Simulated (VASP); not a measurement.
Computed with revPBE GGA, VASP's PBE PAW potentials (set 64) (plane waves; VASP).

VASP input:

### INCAR
```
ENCUT = 520   # plane-wave cut-off (eV)
GGA = RE   # revPBE
LCHARG = .FALSE.
NELM = 100
LASPH = .TRUE.
ISMEAR = 0
SIGMA = 0.05   # width (eV)
LWAVE = .FALSE.
ISIF = 2
PREC = Accurate
LMAXMIX = 4   # l cut-off of mixed one-centre charges
LREAL = .FALSE.   # projection in real space or not
SYSTEM = SrTiO3
EDIFF = 1E-7
ALGO = Normal   # blocked Davidson
```

### KPOINTS
```
Automatic mesh
0
Gamma
  6 6 6
```

**POSCAR**
```
SrTiO3
1
    4.0074476324     0.0000000000     0.0000000000
    0.0000000000     4.0074476324     0.0000000000
    0.0000000000     0.0000000000     4.0074476324
Sr Ti O
1 1 3
Direct
  0.0000000000   0.0000000000   0.0000000000
  0.5000000000   0.5000000000   0.5000000000
  0.5000000000   0.0000000000   0.5000000000
  0.0000000000   0.5000000000   0.5000000000
  0.5000000000   0.5000000000   0.0000000000
```

POTCAR, in this order: Sr_sv Ti_sv O (PBE.64 set). Program: vasp_std.

Question: Predict the energy per atom (σ→0), pressure, band gap (on the k-mesh).

Answer: 
The energy per atom (σ→0) comes out as -7.671 eV/atom and the band gap (on the k-mesh) is 1.74 eV. The pressure comes out as -4.53 GPa.

OSZICAR:
```
...
DAV:  12    -0.383530114005E+02    0.33930E-03   -0.36225E-03  1176   0.623E-01    0.627E-02
DAV:  13    -0.383531187136E+02   -0.10731E-03   -0.62855E-04  1360   0.216E-01    0.277E-02
DAV:  14    -0.383531164052E+02    0.23085E-05   -0.10774E-04  1336   0.855E-02    0.133E-02
DAV:  15    -0.383531163182E+02    0.87007E-07   -0.41783E-06  1264   0.203E-02    0.942E-03
DAV:  16    -0.383531165255E+02   -0.20736E-06   -0.61954E-06  1200   0.184E-02    0.242E-03
DAV:  17    -0.383531163618E+02    0.16376E-06   -0.56907E-07  1128   0.729E-03    0.155E-03
DAV:  18    -0.383531162796E+02    0.82191E-07   -0.17198E-07   672   0.377E-03
   1 F= -.38353116E+02 E0= -.38353116E+02  d E =-.461593E-23
```

The compound is SrTiO3 in the cubic perovskite structure, the ideal cubic form; the compound distorts at low or room temperature. This cell is one point of a volume scan, at 1.03 of the reference volume.
